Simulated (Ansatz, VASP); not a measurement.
## H23C11 (amorphous polyisobutylene at 580 K) in two plane-wave programs

Wanted: the spread between two codes on one cell, functional and k mesh. The cell is taken from a series of runs on this material, whose earlier steps may have relaxed, scaled, displaced or heated it; both programs get it as it stands.

Calculated with Ansatz 0.2.0; plane waves, with VASP 6.6.1 beside it; single point at LDA.

### Step 1. The structure

The cell holds 136 atoms: 44 C and 92 H. Its edges and angles: a = 11.232 Å, b = 11.232 Å, c = 11.232 Å, α = 90.0°, β = 90.0°, γ = 90.0°. As first built, before any earlier steps moved the atoms (in the runner's words): 2 polyisobutylene chains of 5 units placed at random, at 0.728 g/cm^3; overlaps pushed apart, then 20 ps at 800 K with MMFF94 bonds, angles, torsions, charges and radii (Halgren, J. Comput. Chem. 17, 490 (1996)) in harmonic and 12-6 forms; charges of ions scaled by 0.8. Snapshot after 30 ps at 580 K and fixed volume. The cell carries charge −1.

### Step 2. Ansatz: single point, LDA

Ansatz runs on its default PAW (the set named soft_2) files.

With cell and atoms fixed, the geometry can't cause a difference; cores, projectors, grids and the points listed under the comparison can.

The input, input.yaml:

```yaml
crystal:
  lattice:
    - [11.23193, 0.0, 0.0]
    - [0.0, 11.23193, 0.0]
    - [0.0, 0.0, 11.23193]
  atoms:
    - { symbol: C, position: [0.74144, 0.53104, 0.58806] }
    - { symbol: C, position: [0.80333, 0.47077, 0.69094] }
    - { symbol: C, position: [0.73877, 0.36428, 0.74715] }
    - { symbol: C, position: [0.81724, 0.32181, 0.84846] }
    - { symbol: C, position: [0.73086, 0.2659, 0.65457] }
    - { symbol: C, position: [0.61533, 0.40847, 0.7852] }
    - { symbol: C, position: [0.5301, 0.34071, 0.86887] }
    - { symbol: C, position: [0.52136, 0.20963, 0.8385] }
    - { symbol: C, position: [0.57393, 0.35247, 0.99642] }
    - { symbol: C, position: [0.41086, 0.4065, 0.8514] }
    - { symbol: C, position: [0.28762, 0.36802, 0.89837] }
    - { symbol: C, position: [0.20656, 0.47101, 0.86375] }
    - { symbol: C, position: [0.24436, 0.25835, 0.83129] }
    - { symbol: C, position: [0.2927, 0.34853, 0.03347] }
    - { symbol: C, position: [0.18186, 0.34485, 0.11407] }
    - { symbol: C, position: [0.13077, 0.46813, 0.13637] }
    - { symbol: C, position: [0.08356, 0.26749, 0.06242] }
    - { symbol: C, position: [0.21526, 0.28408, 0.23244] }
    - { symbol: C, position: [0.29108, 0.3407, 0.3312] }
    - { symbol: C, position: [0.32031, 0.23986, 0.41654] }
    - { symbol: C, position: [0.22263, 0.43406, 0.4012] }
    - { symbol: C, position: [0.40715, 0.39452, 0.28849] }
    - { symbol: H, position: [0.71942, 0.46767, 0.51643] }
    - { symbol: H, position: [0.79853, 0.60027, 0.54846] }
    - { symbol: H, position: [0.65809, 0.57503, 0.61551] }
    - { symbol: H, position: [0.82045, 0.53669, 0.76239] }
    - { symbol: H, position: [0.89195, 0.43893, 0.66186] }
    - { symbol: H, position: [0.90703, 0.30133, 0.81364] }
    - { symbol: H, position: [0.78381, 0.23986, 0.89091] }
    - { symbol: H, position: [0.82715, 0.39042, 0.91819] }
[... 100 atom lines left out ...]
    - { symbol: H, position: [0.45827, 0.81706, 0.49289] }
    - { symbol: H, position: [0.44306, 0.96577, 0.547] }
    - { symbol: H, position: [0.56479, 0.87645, 0.59435] }
    - { symbol: H, position: [0.40011, 0.66749, 0.78623] }
    - { symbol: H, position: [0.54354, 0.71308, 0.73529] }
    - { symbol: H, position: [0.44166, 0.64311, 0.63505] }
total_charge: -1
kpoints:
  mp_grid: { grid: [1, 1, 1] }
hamiltonian:
  xc: lda
scf:
  occupations: { method: fermi_dirac, width: 0.01 }
  lower_state_search: "off"
output:
  forces: true
  stress: true
  populations: true
  dos:
    method: { smearing: { sigma: 0.1 } }
    de: 0.1
    projected: { site_lists: { C: [C], H: [H] } }
  eigenvalues: true
  write_density: true
  write_potential: true
  volumetric_format: npy
magnetization:
  spin_polarized: true
  initial_magnetization: 1
```

Command:

```sh
$ ansatz run input.yaml --threads 4 --pin off --max-ram 8192MiB --backend cpu --events-out ev --progress --plain --runs-dir out
```

Numbers of over 12 decimals in the logs are rounded to 6 here.

The log of the run:

```text
Engine: ansatz 0.2.0, x86_64-unknown-linux-gnu
Pseudopotentials: kind: paw
Pseudopotential: C, paw, valence charge 4, recommended cutoff 420 eV (normal), C.paw.azcp
Pseudopotential: H, paw, valence charge 1, recommended cutoff 420 eV (normal), H.paw.azcp
Functional definition: SPW92
  exchange = slater_x
  correlation = pw_c
Crystal: 136 atoms, lattice volume = 1416.978 Å³
Basis set: ecut = 420 eV, 27633 PW (Γ)
Bands: 271, of which v1, the nominal top of the filled ones, is band 135 counted from 1 (134 counted from 0)
Symmetry: 1 space group operations
Space group: P1 (ITA 1), of the structure as read, at distance tolerance 1.1e-4 Å
Magnetic group: BNS 1.1 (UNI 1), of the structure as read, at distance tolerance 1.1e-4 Å
k-points: 1
Non-local potential: C, projectors of the file, l = 0: 2, l = 1: 2, l = 2: 1
Non-local potential: H, projectors of the file, l = 0: 2, l = 1: 1
PAW form: soft (Blöchl's): semilocal exchange-correlation on the pseudo side does not see the compensation charge
PAW frozen core: C, regenerated for the run's functional, and the local potential with it (the file was generated under x = pbe(κ = 0.804, μ = 0.219515), c = pbe(β = 0.066725))
PAW one-centre angular grid: C, 110 points (default); XC on 64 Gauss nodes
PAW one-centre angular grid: H, 110 points (default); XC on 64 Gauss nodes
Initial density: superposition of atomic densities (chi_scale 0.1, normalization cell)
Starting moments: Σ|m| = 1 μB on 136 of 136 sites
Initial wavefunctions: pseudopotential atomic-orbital guess
Functional: x = slater, c = lda
SCF iter   1: F=—  HF=-12214.874244 eV  |F-HF|=—  |Δ(HF+E_count)|=         —  Δρ=5.48e-2 (↑5.44e-2 ↓5.48e-2)  dr2=2.08e2  dr2_m=4.45e-3  M=1.000 μB ∫|m|=1.008 μB  β_m=1.00  ethr=3.10e-3  ⟨swp⟩=6.0  Hψ=2580  notcnv=0  defer=66
preconditioner: auto → Resta (q_TF=auto, 2.068 Å⁻¹)  ε∞=1.9  [insulator: Δε(μ)=0.668 eV  Ē_g=14.748 eV  σ=0.010 eV  W_gap=1.00  n_scr=202 (ndim 8)  ℏωp=14.0 eV  f_vac=0.203  D(μ)=0.00/eV (n_scr^D=0)  ε∞_Penn≈1.9]
spin=Collinear: Resta preconditioning applied to the charge; magnetization (m = ρ↑ − ρ↓) channel mixes plain (no charge-response kernel on spin).
SCF iter   2: F=—  HF=-12163.490238 eV  |F-HF|=—  |Δ(HF+E_count)|=         —  Δρ=3.16e-2 (↑3.16e-2 ↓3.16e-2)  dr2=5.84e1  dr2_m=2.85e-4  M=0.886 μB ∫|m|=0.910 μB  β_m=0.30  ethr=3.10e-3  ⟨swp⟩=3.0  Hψ=919  notcnv=0  defer=260
Mixer restart at iter 2: flushing history
SCF iter   3: F=—  HF=-12149.976809 eV  |F-HF|=—  |Δ(HF+E_count)|=    1.35e1  Δρ=2.06e-2 (↑2.04e-2 ↓2.06e-2)  dr2=2.02e1  dr2_m=4.81e-4  M=0.912 μB ∫|m|=0.987 μB  β_m=0.30  ethr=3.10e-3  ⟨swp⟩=3.0  Hψ=730  notcnv=0  defer=260
SCF iter   4: F=—  HF=-12143.226958 eV  |F-HF|=—  |Δ(HF+E_count)|=    6.75e0  Δρ=7.47e-3 (↑7.47e-3 ↓7.44e-3)  dr2=1.90e0  dr2_m=5.22e-4  M=0.948 μB ∫|m|=0.971 μB  β_m=0.30  ethr=3.10e-3  ⟨swp⟩=2.5  Hψ=696  notcnv=0  defer=260
SCF iter   5: F=—  HF=-12142.633644 eV  |F-HF|=—  |Δ(HF+E_count)|=   5.93e-1  Δρ=1.09e-3 (↑1.04e-3 ↓1.09e-3)  dr2=8.15e-2  dr2_m=3.13e-4  M=0.970 μB ∫|m|=1.000 μB  β_m=0.30  ethr=7.07e-4  ⟨swp⟩=3.0  Hψ=889  notcnv=0  defer=260
SCF iter   6: F=—  HF=-12142.629576 eV  |F-HF|=—  |Δ(HF+E_count)|=   4.07e-3  Δρ=7.92e-4 (↑7.62e-4 ↓7.92e-4)  dr2=2.42e-2  dr2_m=1.91e-4  M=0.984 μB ∫|m|=1.015 μB  β_m=0.30  ethr=3.03e-5  ⟨swp⟩=4.0  Hψ=565  notcnv=0  defer=260
Mixer restart at iter 6: flushing history
spin-set hold released at iteration 6 (site moments contracting): the magnetisation degrees of freedom join the quasi-Newton model from the next iteration; the mixer history was flushed
SCF iter   7: F=—  HF=-12142.633297 eV  |F-HF|=—  |Δ(HF+E_count)|=   3.72e-3  Δρ=5.50e-4 (↑5.27e-4 ↓5.50e-4)  dr2=1.26e-2  dr2_m=1.07e-4  M=0.990 μB ∫|m|=1.023 μB  β_m=0.65  ethr=8.99e-6  ⟨swp⟩=2.0  Hψ=292  notcnv=0  defer=260
SCF iter   8: F=—  HF=-12142.640718 eV  |F-HF|=—  |Δ(HF+E_count)|=   7.42e-3  Δρ=9.01e-5 (↑9.01e-5 ↓8.94e-5)  dr2=6.78e-4  dr2_m=1.00e-6  M=0.998 μB ∫|m|=1.034 μB  β_m=0.66  ethr=4.67e-6  ⟨swp⟩=4.0  Hψ=557  notcnv=0  defer=260
SCF iter   9: F=—  HF=-12142.640895 eV  |F-HF|=—  |Δ(HF+E_count)|=   1.77e-4  Δρ=2.77e-5 (↑2.77e-5 ↓2.71e-5)  dr2=6.96e-5  dr2_m=1.68e-7  M=0.998 μB ∫|m|=1.035 μB  β_m=0.71  ethr=2.52e-7  ⟨swp⟩=2.0  Hψ=552  notcnv=0  defer=260
SCF iter  10: F=—  HF=-12142.639826 eV  |F-HF|=—  |Δ(HF+E_count)|=   1.07e-3  Δρ=7.90e-6 (↑7.90e-6 ↓7.70e-6)  dr2=6.83e-6  dr2_m=2.30e-8  M=0.998 μB ∫|m|=1.035 μB  β_m=0.85  ethr=2.59e-8  ⟨swp⟩=3.5  Hψ=746  notcnv=0  defer=260
SCF iter  11: F=—  HF=-12142.639834 eV  |F-HF|=—  |Δ(HF+E_count)|=   8.16e-6  Δρ=4.12e-6 (↑4.12e-6 ↓4.08e-6)  dr2=1.76e-6  dr2_m=2.19e-9  M=0.998 μB ∫|m|=1.035 μB  β_m=0.82  ethr=2.54e-9  ⟨swp⟩=2.5  Hψ=529  notcnv=0  defer=260
[...]
k-point 0 ↓: bands = [... 131 lower, -2.8806, -2.6804, -2.6392, 2.2166, 3.0554, 3.2320, 3.2903, 3.3048, ... 132 higher]
--- Löwdin populations: 136 sites ---
  site symbol       q [e]    m [muB]
     0      C      4.4988     0.0089
     1      C      4.2845     0.0057
     2      C      3.9145    -0.0001
     3      C      4.4857     0.0045
     4      C      4.5014     0.0094
     5      C      4.3018     0.0035
     6      C      3.9171    -0.0004
     7      C      4.4864     0.0083
     8      C      4.4929     0.0079
     9      C      4.2943     0.0053
    10      C      3.9174    -0.0003
    11      C      4.4881     0.0076
    12      C      4.4897     0.0069
    13      C      4.3006     0.0056
    14      C      3.9170    -0.0005
    15      C      4.4984     0.0106
    16      C      4.4853     0.0083
    17      C      4.3078     0.0087
    18      C      3.9045    -0.0007
    19      C      4.4954     0.0122
    20      C      4.5075     0.0140
    21      C      4.5001     0.0134
    22      H      0.8166     0.0067
    23      H      0.8086     0.0068
[...]
128      H      0.8297     0.0016
   129      H      0.8275     0.0053
   130      H      0.8181     0.0088
   131      H      0.8267     0.0034
   132      H      0.8181     0.0032
   133      H      0.8285     0.0038
   134      H      0.8274     0.0028
   135      H      0.8280     0.0064
  spilling = 0.010391 (of n_electrons = 269.000000)
```

In the SCF lines HF is the Harris–Foulkes energy and dr2 the Hartree energy of the density residual, in eV; the loop may stop once dr2 is under the threshold and the program's other checks hold. Hψ counts applications of the Hamiltonian.

### Step 3. VASP: single point, LDA

The same cell, functional (in two slightly different forms), mesh and smearing now go to VASP, with its own data sets.

Lines of VASP's logs that name or quote its potential files are left out, and so is its time.

The input, INCAR:

```
SYSTEM = H23C11
PREC = Accurate
ENCUT = 600
EDIFF = 1E-06
NELM = 200
ISMEAR = -1
SIGMA = 0.01
LREAL = Auto
ALGO = Normal
GGA = PW92
NELECT = 269
NBANDS = 229
ISPIN = 2
MAGMOM = 0 0 -0 0 0 0 -0 0 0 0 -0 0 0 0 -0 0 0 0 -0 0 0 0 0 0 -0 0 0 0 0 0 0 0 0 0 0 0 0 0 0 0 -0 0 0 0 0 0 -0 0 0 0 0 0 0 0 0 0 0 0 0 0 0 -0 0 0 0 0 0 0 0 0 0 0 0 0 0 -0 0 0 -0 0 0 0 0 0 0 0 -0 0 0 0 0 0 0 0 0 0 0 -0 0 -0 0 0 0 0 0 -0 0 0 0 0 0 0 0 0 0 0 0 0 0 0 0 0 0 0 0 -0 0 0 -0 0 0 0 0 0 0 0
LORBIT = 11
LWAVE = .FALSE.
LCHARG = .FALSE.
ISIF = 2
LASPH = .TRUE.
GGA_COMPAT = .FALSE.
```

The input, POSCAR:

```
H23C11
1.0
   11.2319300000      0.0000000000      0.0000000000
    0.0000000000     11.2319300000      0.0000000000
    0.0000000000      0.0000000000     11.2319300000
C H
44 92
Direct
    0.7414400000      0.5310400000      0.5880600000
    0.8033300000      0.4707700000      0.6909400000
    0.7387700000      0.3642800000      0.7471500000
    0.8172400000      0.3218100000      0.8484600000
    0.7308600000      0.2659000000      0.6545700000
    0.6153300000      0.4084700000      0.7852000000
    0.5301000000      0.3407100000      0.8688700000
    0.5213600000      0.2096300000      0.8385000000
    0.5739300000      0.3524700000      0.9964200000
    0.4108600000      0.4065000000      0.8514000000
    0.2876200000      0.3680200000      0.8983700000
    0.2065600000      0.4710100000      0.8637500000
    0.2443600000      0.2583500000      0.8312900000
    0.2927000000      0.3485300000      0.0334700000
    0.1818600000      0.3448500000      0.1140700000
    0.1307700000      0.4681300000      0.1363700000
    0.0835600000      0.2674900000      0.0624200000
    0.2152600000      0.2840800000      0.2324400000
    0.2910800000      0.3407000000      0.3312000000
    0.3203100000      0.2398600000      0.4165400000
    0.2226300000      0.4340600000      0.4012000000
    0.4071500000      0.3945200000      0.2884900000
    0.8209000000      0.9284200000      0.3267500000
    0.8856800000      0.9001700000      0.2123100000
    0.8224800000      0.9385700000      0.0982600000
    0.7881700000      0.0692000000      0.1066000000
    0.7082000000      0.8680000000      0.0818800000
    0.9029000000      0.9295100000      0.9880300000
    0.9746000000      0.8193100000      0.9526900000
    0.0785800000      0.7968200000      0.0369200000
[... 100 atom lines left out ...]
    0.4582700000      0.8170600000      0.4928900000
    0.4430600000      0.9657700000      0.5470000000
    0.5647900000      0.8764500000      0.5943500000
    0.4001100000      0.6674900000      0.7862300000
    0.5435400000      0.7130800000      0.7352900000
    0.4416600000      0.6431100000      0.6350500000
```

The input, KPOINTS:

```
Automatic mesh
0
Gamma
1 1 1
0 0 0
```

Potentials, in the order of the species: C and H (LDA family, release 64).

Command:

```sh
$ export OMP_NUM_THREADS=3
$ mpirun -np 1 vasp_gam
```

The log of the run:

```text
[banner, memory and clock lines left out]
running    1 mpi-ranks, on    1 nodes
[...]
Offloading initialized ...    1 GPUs detected
[...]
|                                                                             |
|               ----> ADVICE to this user running VASP <----                  |
|                                                                             |
|     You enforced a specific xc type in the INCAR file but a different       |
|     [... a line on the potential file left out ...]
|     I HOPE YOU KNOW WHAT YOU ARE DOING!                                     |
|                                                                             |

 LDA part: xc-table for (Slater(with rela. corr.)+PW92), standard interpolation
 POSCAR, INCAR and KPOINTS ok, starting setup
[...]
entering main loop
       N       E                     dE             d eps       ncg     rms          rms(c)
DAV:   1     0.167121143401E+04    0.16712E+04   -0.13717E+05   924   0.116E+03
DAV:   2    -0.624894189377E+03   -0.22961E+04   -0.21628E+04  1150   0.250E+02
DAV:   3    -0.864241433369E+03   -0.23935E+03   -0.23732E+03  1200   0.801E+01
DAV:   4    -0.871648095421E+03   -0.74067E+01   -0.73835E+01  1208   0.164E+01
DAV:   5    -0.871875334987E+03   -0.22724E+00   -0.22702E+00  1288   0.271E+00BRMIX: very serious problems
 the old and the new charge density differ
 old charge density:   268.00000 new  269.00000
    0.459E+01
DAV:   6    -0.795780104174E+03    0.76095E+02   -0.11756E+02  1072   0.168E+01    0.220E+01
DAV:   7    -0.784116171323E+03    0.11664E+02   -0.28165E+01  1160   0.871E+00    0.116E+01
DAV:   8    -0.782084929298E+03    0.20312E+01   -0.61468E+00  1184   0.415E+00    0.291E+00
DAV:   9    -0.781818542612E+03    0.26639E+00   -0.12591E+00  1080   0.188E+00    0.113E+00
[...]
DAV:  18    -0.781828005192E+03   -0.14064E-04   -0.10998E-05  1200   0.892E-03    0.608E-03
DAV:  19    -0.781828009524E+03   -0.43324E-05   -0.57314E-06  1096   0.683E-03    0.331E-03
DAV:  20    -0.781828010085E+03   -0.56122E-06   -0.23989E-06   960   0.381E-03
   1 F= -.78182801E+03 E0= -.78182793E+03  d E =-.164796E-03  mag=     0.9985
```

Parts of OUTCAR (step 3):

```text
 magnetization (x)
# of ion       s       p       d       tot
------------------------------------------
    1        0.002   0.002   0.000   0.004
    2        0.000   0.003   0.000   0.003
    3        0.000  -0.000   0.000  -0.000
    4        0.001   0.001   0.000   0.002
    5        0.003   0.001   0.000   0.004
    6        0.001   0.001   0.000   0.001
[...]
134       -0.000   0.000   0.000   0.000
  135       -0.000   0.000   0.000   0.000
  136       -0.000   0.000   0.000   0.000
--------------------------------------------------
tot          0.065   0.058   0.000   0.123
```

The run ends at a pressure of 0.11 GPa, with forces up to 0.041 eV/Å.

### Step 4. Comparison

Known differences besides the potentials themselves: the two LDA forms differ slightly; the cutoff is 420 eV in Ansatz and 600 eV in VASP (PREC = Accurate, projectors in real space); VASP's log shows a relativistic correction to its local exchange, Ansatz's none. Total energies have different zeros and are not compared.

Compared:

| quantity | Ansatz | VASP | difference |
| --- | --- | --- | --- |
| total moment (μB) | 1.00 | 1.00 | 0.00 |

At this near-relaxed geometry the largest component of a force difference is 26 meV/Å. The cell carries a charge of -1 e against a uniform background, so its pressure also hangs on how the neutralising background is counted, and in a defect's cell a gap may be the spacing between its levels.

### Step 5. Outcome

```
r.m.s. force difference (single point, LDA) : 12 meV/Å
```

What this shows: The r.m.s. force difference is 12 meV/Å (single point, LDA), at about the 12 meV/Å picked in this series as the mark of a large difference. What causes the difference of the single point, LDA pair stays open here. Such differences can come from data sets, numerical settings and the points named under the comparisons, not from the functional's error against experiment.

[Lines on the potential files, build, host, timing and source positions are cut from VASP's logs without a mark.]

[Logs are printed without paths, hosts, clocks, repeated set-up lines and the standing remarks that a program may print on its own settings, such as how far it seeks lower states.]

[Hosts, paths, dates, database ids (printed as entryN), source tags and the programs' standing remarks are cut or masked in the printed files.]

[The MMFF94 radii named for the starting cell were scaled by 0.96; in molecules described by MMFF94, hydrogen bound to N, O or S took a small fixed 12-6 site in their place.]
